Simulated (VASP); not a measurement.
**NaCl: relaxation of cell and atoms with LDA**

NaCl:

```
Na Cl
1.0
     0.00000    2.81000    2.81000
     2.81000    0.00000    2.81000
     2.81000    2.81000    0.00000
Na Cl
1 1
Direct
  0.00000 0.00000 0.00000
  0.50000 0.50000 0.50000
```

| Property | Result |
| --- | --- |
| Program | VASP 6.6.1 |
| Task | relaxation of cell and atoms |
| Functional | LDA |
| Potentials or basis | VASP PAW LDA potentials, release 64 (Na_pv, Cl) |
| Cutoff | 600 eV |
| k mesh | 8 × 8 × 8 |
| Occupations | gaussian, width 0.03 eV |
| Spin | no spin polarisation |
| Target pressure | 12 GPa |
| Further INCAR settings | ALGO = Normal; EDIFF = 1e-06; IBRION = 2; EDIFFG = -0.01; NSW = 90; ISIF = 3 |
| Target pressure | 12 GPa |

```json
{
  "Relaxed volume": "16.38 Å³/atom",
  "Relaxed cell": "a = 3.591 Å, b = 3.591 Å, c = 3.591 Å, α = 60.00°, β = 60.00°, γ = 60.00°",
  "Space group after relaxing (to 0.05 Å)": "Fm-3m (No. 225)",
  "Energy change on relaxing (the enthalpy is what falls)": "+108.7 meV/atom",
  "Ionic steps": "3",
  "Pressure after relaxing": "12.0 GPa",
  "Band gap on the k mesh": "6.21 eV, direct"
}
```

The path:
```tsv
step	energy change (eV)	largest force (eV/Å)	pressure (GPa)	volume (Å³)
1	0.0000	0.0000	-2.19	44.38
2	0.2055	0.0000	11.58	32.92
3	0.2173	0.0000	12.01	32.76
```

Final structure:
```cif
data_structure
_symmetry_space_group_name_H-M 'P 1'
_symmetry_Int_Tables_number 1
_cell_length_a 3.5915
_cell_length_b 3.5915
_cell_length_c 3.5915
_cell_angle_alpha 60.000
_cell_angle_beta 60.000
_cell_angle_gamma 60.000
_cell_volume 32.76
loop_
_atom_site_label
_atom_site_type_symbol
_atom_site_fract_x
_atom_site_fract_y
_atom_site_fract_z
_atom_site_occupancy
Na1 Na 0.00000 0.00000 0.00000 1
Cl1 Cl 0.50000 0.50000 0.50000 1
```

Levels at points of the mesh, in eV from the valence-band top:
```tsv
k point	band 5	band 6	band 7	band 8	band 9	band 10
(0.00, 0.00, 0.00)	0.00	0.00	0.00	6.21	10.98	10.98
(0.50, 0.00, 0.00)	-3.22	-0.53	-0.53	7.38	11.35	11.35
(0.50, 0.50, 0.00)	-2.76	-1.00	-1.00	7.21	8.04	13.43
```

Wall time 33 s on 1 thread of AMD EPYC 7R43 64-Core Processor (Zen 3) (shared host), peak memory 0.12 GiB.

Caveat: the cell is relaxed towards a set pressure, so the enthalpy falls and the energy may rise; the volume moved by over 15 % at a fixed basis, so the end points are rough. Zero-point motion and thermal expansion aren't in these numbers.
